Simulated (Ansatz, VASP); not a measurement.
## Cross-check of BiAs between VASP and Ansatz

One calculation is typed for both programs; each brings its own data sets. How far apart do they land? The cell is generated by rule, not measured, and may not be a known phase. Of the first pair: The two relaxations start from unlike cells of this crystal (the structure described is Ansatz's start), so only their ends are compared.

Method: plane waves, with VASP 6.6.1 beside it; relaxation of cell and atoms at RPBE, in Ansatz 0.2.0.

**1. Set-up**

It takes space group Fm-3m (No. 225, cubic). Conventional cell: a = 5.017 Å, b = 5.017 Å, c = 5.017 Å, α = 90.00°, β = 90.00°, γ = 90.00°. Bi has 6 As at 2.51 Å nearest. Nearest to As lie 6 Bi at 2.51 Å. Farther neighbours are not listed.

Coordinates:

```cif
data_structure
_symmetry_space_group_name_H-M 'P 1'
_symmetry_Int_Tables_number 1
_cell_length_a 3.5473
_cell_length_b 3.5473
_cell_length_c 3.5473
_cell_angle_alpha 60.000
_cell_angle_beta 60.000
_cell_angle_gamma 60.000
_cell_volume 31.56
loop_
_atom_site_label
_atom_site_type_symbol
_atom_site_fract_x
_atom_site_fract_y
_atom_site_fract_z
_atom_site_occupancy
Bi1 Bi 0.50000 0.50000 0.50000 1
As2 As 0.00000 0.00000 0.00000 1
```

**2. VASP: relaxation of cell and atoms, RPBE, pair 1**

The relaxed volume is the usual yardstick between codes: in a stiff, nearly cubic crystal its relative difference is about their pressure difference at one cell divided by the bulk modulus.

Lines of VASP's logs that name or quote its potential files are left out, and so is its time.

INCAR

```
SYSTEM = BiAs
PREC = Accurate
ENCUT = 500
EDIFF = 1E-07
NELM = 120
ISMEAR = 0
SIGMA = 0.1
LREAL = .FALSE.
ALGO = Normal
GGA = RP
NBANDS = 16
LORBIT = 11
LWAVE = .FALSE.
LCHARG = .FALSE.
ISIF = 3
IBRION = 2
NSW = 80
EDIFFG = -0.005
LASPH = .TRUE.
GGA_COMPAT = .FALSE.
NELMIN = 4
KPAR = 2
```

POSCAR

```
BiAs
1.0
    0.0000000000      3.0352098071      3.0352098071
    3.0352098071      0.0000000000      3.0352098071
    3.0352098071      3.0352098071      0.0000000000
Bi As
1 1
Direct
    0.5000000000      0.5000000000      0.5000000000
    0.0000000000      0.0000000000      0.0000000000
```

KPOINTS

```
Automatic mesh
0
Gamma
8 8 8
0 0 0
```

PAW data sets: Bi_d and As (PBE family, release 64).

Started as:

```
$ mpirun -np 2 vasp_std
```

Numbers of over 12 decimals in the logs are rounded to 6 here.

What it wrote:

```text
[banner, memory and clock lines left out]
running    2 mpi-ranks, on    1 nodes
 distrk:  each k-point on    1 cores,    2 groups
 distr:  one band on    1 cores,    1 groups

 POSCAR found type information on POSCAR BiAs
 POSCAR found :  2 types and       2 ions
|                                                                             |
|               ----> ADVICE to this user running VASP <----                  |
|                                                                             |
|     You enforced a specific xc type in the INCAR file but a different       |
|     [... a line on the potential file left out ...]
|     I HOPE YOU KNOW WHAT YOU ARE DOING!                                     |
|                                                                             |

 LDA part: xc-table for (Slater+PW92), standard interpolation
 POSCAR, INCAR and KPOINTS ok, starting setup
 FFT: planning ... GRIDC
 FFT: planning ... GRID_SOFT
 FFT: planning ... GRID
 WAVECAR not read
 entering main loop
       N       E                     dE             d eps       ncg     rms          rms(c)
DAV:   1     0.140302856196E+03    0.14030E+03   -0.10442E+04   936   0.130E+03
DAV:   2     0.130382231809E+01   -0.13900E+03   -0.13678E+03  1016   0.333E+02
DAV:   3    -0.774198938440E+01   -0.90458E+01   -0.90183E+01  1192   0.833E+01
DAV:   4    -0.794612787338E+01   -0.20414E+00   -0.20411E+00  1184   0.144E+01
DAV:   5    -0.795213937468E+01   -0.60115E-02   -0.60114E-02  1288   0.213E+00    0.236E+00
DAV:   6    -0.775713537580E+01    0.19500E+00   -0.70310E-01  1320   0.473E+00    0.116E+00
DAV:   7    -0.776363569619E+01   -0.65003E-02   -0.74887E-02  1064   0.135E+00    0.591E-01
DAV:   8    -0.776674798024E+01   -0.31123E-02   -0.96500E-03  1152   0.871E-01    0.912E-02
DAV:   9    -0.776649694604E+01    0.25103E-03   -0.27276E-03  1336   0.362E-01    0.584E-02
DAV:  10    -0.776651963223E+01   -0.22686E-04   -0.21349E-04  1104   0.896E-02    0.257E-02
DAV:  11    -0.776652872796E+01   -0.90957E-05   -0.79199E-05  1200   0.607E-02    0.115E-02
DAV:  12    -0.776652872125E+01    0.67080E-08   -0.91498E-06  1176   0.186E-02    0.362E-03
DAV:  13    -0.776652870248E+01    0.18774E-07   -0.37795E-07  1200   0.352E-03
   1 F= -.77665287E+01 E0= -.77653130E+01  d E =-.776653E+01
 curvature:   0.00 expect dE= 0.000E+00 dE for cont linesearch  0.000E+00
 trial: gam= 0.00000 g(F)=  0.934E-66 g(S)=  0.108E-02 ort = 0.000E+00 (trialstep = 0.100E+01)
 search vector abs. value=  0.108E-02
 bond charge predicted
       N       E                     dE             d eps       ncg     rms          rms(c)
DAV:   1    -0.778106005022E+01   -0.14531E-01   -0.39180E-01  1184   0.942E+00    0.626E-01
DAV:   2    -0.776932373227E+01    0.11736E-01   -0.20184E-02  1176   0.223E+00    0.267E-01
DAV:   3    -0.776685072933E+01    0.24730E-02   -0.10347E-02  1200   0.143E+00    0.380E-02
DAV:   4    -0.776687587753E+01   -0.25148E-04   -0.24331E-04  1008   0.150E-01    0.248E-02
DAV:   5    -0.776688182581E+01   -0.59483E-05   -0.38445E-05  1168   0.485E-02    0.721E-03
DAV:   6    -0.776687897885E+01    0.28470E-05   -0.55501E-06  1144   0.206E-02    0.343E-03
DAV:   7    -0.776688067862E+01   -0.16998E-05   -0.12974E-06  1064   0.940E-03    0.927E-04
DAV:   8    -0.776688118898E+01   -0.51036E-06   -0.12291E-07   744   0.434E-03    0.443E-04
DAV:   9    -0.776688127782E+01   -0.88845E-07   -0.16160E-08   560   0.137E-03
   2 F= -.77668813E+01 E0= -.77657272E+01  d E =-.352575E-03
 trial-energy change:   -0.000353  1 .order   -0.000326   -0.001085    0.000432
 step:   0.7353(harm=  0.7151)  dis= 0.00000  next Energy=    -7.766938 (dE=-0.409E-03)
 bond charge predicted
       N       E                     dE             d eps       ncg     rms          rms(c)
DAV:   1    -0.776793570194E+01   -0.10545E-02   -0.27158E-02  1192   0.245E+00    0.166E-01
DAV:   2    -0.776710486737E+01    0.83083E-03   -0.14198E-03  1168   0.594E-01    0.705E-02
DAV:   3    -0.776693496524E+01    0.16990E-03   -0.71353E-04  1200   0.377E-01    0.990E-03
DAV:   4    -0.776693874024E+01   -0.37750E-05   -0.16967E-05   992   0.394E-02    0.657E-03
DAV:   5    -0.776694263397E+01   -0.38937E-05   -0.26314E-06  1160   0.124E-02    0.196E-03
DAV:   6    -0.776694364393E+01   -0.10100E-05   -0.40964E-07  1128   0.508E-03    0.889E-04
DAV:   7    -0.776694319680E+01    0.44713E-06   -0.84432E-08   720   0.218E-03    0.225E-04
DAV:   8    -0.776694306594E+01    0.13086E-06   -0.13903E-08   512   0.131E-03    0.123E-04
DAV:   9    -0.776694303744E+01    0.28498E-07   -0.23208E-09   512   0.629E-04
   3 F= -.77669430E+01 E0= -.77657732E+01  d E =-.414335E-03
 curvature:  -0.36 expect dE=-0.815E-07 dE for cont linesearch -0.815E-07
 trial: gam= 0.00000 g(F)=  0.241E-59 g(S)=  0.229E-06 ort =-0.158E-04 (trialstep = 0.947E+00)
 search vector abs. value=  0.229E-06
 reached required accuracy - stopping structural energy minimisation
```

From OUTCAR (step 2):

```text
ion  position               nearest neighbor table
   1  0.500  0.500  0.500-   2 3.04   2 3.04   2 3.04   2 3.04   2 3.04   2 3.04
   2  0.000  0.000  0.000-   1 3.04   1 3.04   1 3.04   1 3.04   1 3.04   1 3.04

  LATTYP: Found a face centered cubic cell.
 ALAT       =     6.0704196142

 Subroutine GETGRP returns: Found 48 space group operations
 (whereof 48 operations were pure point group operations)

The static configuration has the point symmetry O_h .

 Found     29 irreducible k-points:

   k-points           NKPTS =     29   k-points in BZ     NKDIM =     29   number of bands    NBANDS=     16

   dimension x,y,z NGX =    32 NGY =   32 NGZ =   32
   dimension x,y,z NGXF=    64 NGYF=   64 NGZF=   64

   ENCUT  =  500.0 eV  36.75 Ry    6.06 a.u.   7.83  7.83  7.83*2*pi/ulx,y,z

   NELECT =      20.0000    total number of electrons

 k-points in reciprocal lattice and weights: Automatic mesh
   0.00000000  0.00000000  0.00000000       0.002
   0.12500000  0.00000000  0.00000000       0.016
   0.25000000  0.00000000  0.00000000       0.016
   0.37500000  0.00000000  0.00000000       0.016
   0.50000000  0.00000000  0.00000000       0.008
   0.12500000  0.12500000  0.00000000       0.012
   0.25000000  0.12500000  0.00000000       0.047
   0.37500000  0.12500000  0.00000000       0.047
   0.50000000  0.12500000  0.00000000       0.047
[...]
-0.37500000  0.50000000  0.12500000       0.023
  -0.25000000  0.50000000  0.25000000       0.012

 average (electrostatic) potential at core
       1-105.3940       2 -48.6509

 E-fermi :   5.9926

 k-point     1 :       0.0000    0.0000    0.0000
  band No.  band energies     occupation
    ...
      6      -7.4336      2.00000
      7      -0.6405      2.00000
      8       4.4936      2.00000
      9       4.4936      2.00000
     10       4.4936      2.00000
     11       9.5787      0.00000
     12       9.5787      0.00000
     13       9.5787      0.00000
     14      11.7930      0.00000
     15      11.7930      0.00000
    ...

 k-point     2 :       0.1250    0.0000    0.0000
  band No.  band energies     occupation
    ...
      6      -7.2671      2.00000
      7      -1.1170      2.00000
      8       4.5416      2.00000
      9       4.5416      2.00000
     10       4.6898      2.00000
     11       8.8112      0.00000
     12       8.9288      0.00000
     13       8.9288      0.00000
     14      11.5949      0.00000
     15      12.1216      0.00000
    ...

 k-point     3 :       0.2500    0.0000    0.0000
  band No.  band energies     occupation
    ...
      6      -6.7734      2.00000
      7      -2.2411      2.00000
      8       4.7103      2.00000
      9       4.7103      2.00000
     10       5.0468      2.00000
     11       7.5912      0.00000
     12       7.7536      0.00000
     13       7.7536      0.00000
     14      11.9575      0.00000
     15      13.0364      0.00000
    ...

  Total       -0.0017788     -0.0017788     -0.0017788      0.0000000      0.0000000      0.0000000
  in kB       -0.0506305     -0.0506305     -0.0506305      0.0000000      0.0000000      0.0000000
  external PRESSURE =      -0.0506305 kB  Pullay stress =       0.0000000 kB

  energy-cutoff  :      500.00
  volume of cell :       56.29
      direct lattice vectors                 reciprocal lattice vectors
    -0.000000000  3.041801316  3.041801316    -0.164376285  0.164376285  0.164376285
     3.041801316  0.000000000  3.041801316     0.164376285 -0.164376285  0.164376285
     3.041801316  3.041801316  0.000000000     0.164376285  0.164376285 -0.164376285

 POSITION                                       TOTAL-FORCE (eV/Angst)
 -----------------------------------------------------------------------------------
      3.04180      3.04180      3.04180         0.000000     -0.000000      0.000000
      0.00000      0.00000      0.00000        -0.000000      0.000000     -0.000000
 -----------------------------------------------------------------------------------
    total drift:                               -0.000000     -0.000000      0.000000

  FREE ENERGIE OF THE ION-ELECTRON SYSTEM (eV)
  ---------------------------------------------------
  free  energy   TOTEN  =        -7.7669430374 eV

  energy  without entropy=       -7.7646032761  energy(sigma->0) =       -7.76577316

 reached required accuracy - stopping structural energy minimisation

 total charge
# of ion       s       p       d       tot
------------------------------------------
    1        1.580   1.141   9.941  12.662
    2        1.271   1.401   0.021   2.692
--------------------------------------------------
tot          2.851   2.542   9.962  15.354

[... 3 further parts left out ...]
```

CONTCAR:

```
BiAs
   1.00000000000000
    -0.0000000000000000    3.0418013161652500    3.0418013161652500
     3.0418013161652500    0.0000000000000000    3.0418013161652500
     3.0418013161652500    3.0418013161652500    0.0000000000000000
  Bi              As
     1     1
Direct
     0.5000000000000000    0.5000000000000000    0.5000000000000000
     0.0000000000000000    0.0000000000000000    0.0000000000000000
```

The k-mesh is coarse for a metal. The PAW data sets were made with PBE, which is usual practice but a small mismatch for other functionals.

**3. Ansatz: relaxation of cell and atoms, RPBE, pair 1**

Ansatz runs on its default PAW (the set named soft_2) files.

Its own start cell and the same functional, mesh and smearing now go to Ansatz, which takes its cutoff from its data sets.

input.yaml

```yaml
crystal:
  lattice:
    - [0.0, 2.50835, 2.50835]
    - [2.50835, 0.0, 2.50835]
    - [2.50835, 2.50835, 0.0]
  atoms:
    - { symbol: Bi, position: [0.5, 0.5, 0.5] }
    - { symbol: As, position: [0.0, 0.0, 0.0] }
kpoints:
  mp_grid: { grid: [8, 8, 8] }
hamiltonian:
  xc: rpbe
scf:
  occupations: { method: gaussian, width: 0.1 }
output:
  forces: true
  stress: true
  eigenvalues: true
relax:
  adjacent_minimum: "off"
  f_tol: 0.05
  max_steps: 80
  cell: { stress_tol: 0.5 }
```

Started as:

```
$ ansatz run input.yaml --threads 4 --pin off --max-ram 7168MiB --backend cpu --events-out ev --progress --plain --runs-dir out
```

What it wrote:

```text
The last accepted step is kept in <dir> (removed where the run ends without a failure and the disk answers)
Engine: ansatz 0.2.0, x86_64-unknown-linux-gnu
Pseudopotentials: kind: paw
Pseudopotential: Bi, paw, valence charge 15, recommended cutoff 420 eV (normal), Bi.paw.azcp
Pseudopotential: As, paw, valence charge 15, recommended cutoff 420 eV (normal), As.paw.azcp
Functional definition: RPBE
  parameter kappa = 0.804
  parameter beta = 0.066725
  exchange = rpbe_x(kappa = kappa, mu = beta*pi^2/3)
  correlation = pbe_c(beta = beta)
Crystal: 2 atoms, lattice volume = 31.564 Å³
Basis set: ecut = 420 eV, 609 PW (Γ), exchange–correlation on 48×48×48 points (8 copies of the dense FFT grid, shifted against one another)
Bands: 19, of which v1, the nominal top of the filled ones, is band 15 counted from 1 (14 counted from 0)
Symmetry: 48 space group operations
Space group: Fm-3m (ITA 225), of the structure as read, at distance tolerance 3.2e-5 Å
k-points: 29 of 512
Non-local potential: Bi, projectors of the file, l = 0: 2, l = 1: 2, l = 2: 2, l = 3: 2
Non-local potential: As, projectors of the file, l = 0: 2, l = 1: 2, l = 2: 3, l = 3: 1
PAW form: soft (Blöchl's): semilocal exchange-correlation on the pseudo side does not see the compensation charge
PAW frozen core: Bi, regenerated for the run's functional, and the local potential with it (the file was generated under x = pbe(κ = 0.804, μ = 0.219515), c = pbe(β = 0.066725))
PAW frozen core: As, regenerated for the run's functional, and the local potential with it (the file was generated under x = pbe(κ = 0.804, μ = 0.219515), c = pbe(β = 0.066725))
PAW one-centre angular grid: Bi, 590 points (default); XC on 64 Gauss nodes
PAW one-centre angular grid: As, 590 points (default); XC on 64 Gauss nodes
Initial density: superposition of atomic densities (neutral atoms: chi_scale 0, normalization atom), corrected by the library's trained network
Initial wavefunctions: pseudopotential atomic-orbital guess
Functional: x = rpbe, c = pbe(β = 0.066725)
SCF iter   1: F=—  HF=-17268.531090 eV  |F-HF|=—  |Δ(HF+E_count)|=         —  Δρ=3.45e-3  dr2=2.84e-3  ethr=1.77e-3  ⟨swp⟩=5.0  Hψ=2714  notcnv=0
preconditioner: auto → Kerker (q_TF=auto, 2.705 Å⁻¹)  [metal: Δε(μ)=0.029 eV  Ē_g=20.991 eV  σ=0.100 eV  W_gap=0.16  n_scr=14 (ndim 8)  ℏωp=29.6 eV  f_vac=0.000  D(μ)=1.88/eV (n_scr^D=14)]
SCF iter   2: F=—  HF=-17268.529934 eV  |F-HF|=—  |Δ(HF+E_count)|=   1.16e-3  Δρ=2.16e-3  dr2=1.25e-3  ethr=9.45e-6  ⟨swp⟩=2.6  Hψ=1183  notcnv=0
SCF iter   3: F=—  HF=-17268.530025 eV  |F-HF|=—  |Δ(HF+E_count)|=   9.11e-5  Δρ=9.15e-4  dr2=2.22e-4  ethr=4.18e-6  ⟨swp⟩=3.0  Hψ=1001  notcnv=0
SCF iter   4: F=—  HF=-17268.530082 eV  |F-HF|=—  |Δ(HF+E_count)|=   5.63e-5  Δρ=3.24e-4  dr2=3.35e-5  ethr=7.39e-7  ⟨swp⟩=2.0  Hψ=976  notcnv=0
SCF iter   5: F=—  HF=-17268.530116 eV  |F-HF|=—  |Δ(HF+E_count)|=   3.42e-5  Δρ=9.51e-5  dr2=3.25e-6  ethr=1.12e-7  ⟨swp⟩=2.0  Hψ=695  notcnv=0
SCF iter   6: F=—  HF=-17268.530117 eV  |F-HF|=—  |Δ(HF+E_count)|=   7.32e-7  Δρ=2.30e-5  dr2=1.35e-7  ethr=1.08e-8  ⟨swp⟩=2.0  Hψ=987  notcnv=0
SCF iter   7: F=-17268.530117 eV  HF=-17268.530117 eV  |F-HF|=2.08e-9  |Δ(HF+E_count)|=   1.03e-7  Δρ=2.62e-6  dr2=1.10e-9  ethr=3.33e-10  ⟨swp⟩=6.1  Hψ=2645  notcnv=0
SCF 1 converged in 7 iterations: F = -17268.530117 eV  dr2 = 1.10e-9
  greatest PAW one-centre occupation: 1.000 electrons in one spin orbital (limit 2), on the As atom at site 1 (counted from 0), in its partial waves of l = 2
relax step   1: F+E_penalty+E_count = -17268.53011660 eV  Δ(F+E_penalty+E_count) = +0.000e0 eV  max|allowed force component| = 8.750e-29 eV/Å  Δτ_max = 0.0000 Å  P = +119.733 GPa  Ω = 31.564 Å³  (7 SCF iters, dr2 threshold 1.00e-7 eV, accepted)
[...]
relax step   8: F+E_penalty+E_count = -17274.02663863 eV  Δ(F+E_penalty+E_count) = -4.442e-2 eV  max|allowed force component| = 5.916e-29 eV/Å  Δτ_max = 0.0000 Å  P = +1.977 GPa  Ω = 54.520 Å³  energy of the carried Pulay correction = -4.499e-4 eV  (6 SCF iters, dr2 threshold 2.00e-7 eV, accepted)
[...]
relax step   9: F+E_penalty+E_count = -17274.03677507 eV  Δ(F+E_penalty+E_count) = -1.014e-2 eV  max|allowed force component| = 5.506e-29 eV/Å  Δτ_max = 0.0000 Å  P = +0.203 GPa  Ω = 56.098 Å³  energy of the carried Pulay correction = -8.331e-4 eV  (6 SCF iters, dr2 threshold 2.00e-7 eV, accepted)
[...]
relax step  10: F+E_penalty+E_count = -17274.03743349 eV  Δ(F+E_penalty+E_count) = -6.584e-4 eV  max|allowed force component| = 6.137e-29 eV/Å  Δτ_max = 0.0000 Å  P = +0.188 GPa  Ω = 56.098 Å³  stress off target by 1.88e-1 GPa  SCF on the basis re-selected at this cell (its energy is not comparable with the rows above)  (6 SCF iters)
basis re-selected at this cell: Δ(F+E_penalty+E_count) = -6.584e-4 eV, ΔP = -0.015 GPa vs the last step (what re-selecting the basis moved, of the pressure what is left beyond the Pulay correction that the steps carried, after the strain that the cell walked since its last selection, with what the two solves' SCF thresholds leave and, on support functions, any second-order correction that the steps lacked; it is no m [...]
SCF converged after 6 iterations
Free energy (F): -17274.037433 eV
Harris-Foulkes:  -17274.037433 eV  (|F-HF|=7.28e-11)
Internal energy: -17274.035029 eV  (E = F + TS)
E sigma→0 (E₀):  -17274.036231 eV
Entropy (-TS):   -0.002404 eV (-1.202 meV/atom)
Fermi energy:    10.195699 eV
--- Per-component energies (eV) ---
  E_band       = -334.883401
  E_kinetic    = 402.669405
  E_local      = -3228.369388  (includes V_loc(G=0)·N_el)
  E_nonlocal   = -111.466738
  E_hartree    = 1437.955990
  E_xc         = -230.394595
  E_vxc        = -222.613785  (∫ρ·V_xc dr)
  E_paw        = -12518.737620  (= ΣΔE_a)
  E_vpaw       = -51.014435  (= ΣTr[D̂ρ^β])
  E_aug_tail   = -0.000412  (compensation charges beyond the density's cutoff)
  E_ewald      = -3025.515407
  E_core_change = -0.176263  (= ΣΔE_core)
  E_smearing   = -0.002404  (= −TS)
  E_closure    = -0.000000  (closes the sum)
  Σ components = -17274.037433   (vs F -17274.037433, Δ=0.00e0)
--- Forces (eV/Å), atoms counted from 1 ---
  atom   1  Bi     0.00000000    -0.00000000     0.00000000
  atom   2  As    -0.00000000     0.00000000     0.00000000
  max |Σ_I F_I| component: 1.21e-28 eV/Å
--- Stress (GPa, compression-positive) ---
        0.188179      -0.000000      -0.000000
       -0.000000       0.188179      -0.000000
       -0.000000      -0.000000       0.188179
  P = ⅓ Tr σ = 0.1882 GPa (1.882 kbar)
--- Band table (eV; the first three rows and the last of 29) ---
  k-point 0: bands = [... 11 lower, 3.5821, 8.6833, 8.6833, 8.6833, 13.7891, 13.7891, 13.7891, 15.9991]
  k-point 1: bands = [... 11 lower, 3.0996, 8.7314, 8.7314, 8.8838, 13.0201, 13.1356, 13.1356, 15.7974]
  k-point 2: bands = [... 11 lower, 1.9646, 8.9004, 8.9004, 9.2469, 11.7980, 11.9551, 11.9551, 16.1610]
  k-point 28: bands = [... 11 lower, 0.1273, 5.6180, 5.6180, 10.0573, 10.7919, 15.5329, 15.5329, 16.9384]
--- Relaxed structure (8 steps of the walk, 8 accepted, 2 SCFs on fresh bases) ---
  F+E_penalty+E_count = -17274.03743349 eV   max|allowed force component| = 6.137e-29 eV/Å   (the final SCF, on the basis selected at the relaxed cell)
  cell:  # Å, volume = 56.0983 Å³
    - [0, 3.038364, 3.038364]
    - [3.038364, 0, 3.038364]
    - [3.038364, 3.038364, 0]
  atoms:
    - { symbol: Bi, position: [0.5, 0.5, 0.5] }
    - { symbol: As, position: [0, 0, 0] }
```

In the SCF lines HF is the Harris–Foulkes energy and dr2 the Hartree energy of the density residual, in eV; the loop may stop once dr2 is under the threshold and the program's other checks hold. Hψ counts applications of the Hamiltonian.

**4. Differences**

Known differences besides the potentials themselves: the data sets hold 30 valence electrons in Ansatz (on its default PAW (the set named soft_2) files) and 20 in VASP; the cutoff is 420 eV in Ansatz and 500 eV in VASP; Ansatz makes its cores anew for this functional, VASP keeps those of its PBE data sets; Ansatz adds a Pulay correction to the stress that steers its cell, VASP none. Total energies have different zeros and are not compared.

The two programs side by side:

```
                                         quantity  Ansatz   VASP  difference
                                      volume (Å³)   56.10  56.29     -0.34 %
edge a after relaxation, in the typed setting (Å)   4.297  4.302     -0.11 %
```

[end of part 1 of 2]

[Lines on the potential files, build, host, timing and source positions are cut from VASP's logs without a mark.]

[Logs are printed without paths, hosts, clocks, repeated set-up lines and the standing remarks that a program may print on its own settings, such as how far it seeks lower states.]

[Hosts, paths, dates, database ids (printed as entryN), source tags and the programs' standing remarks are cut or masked in the printed files.]
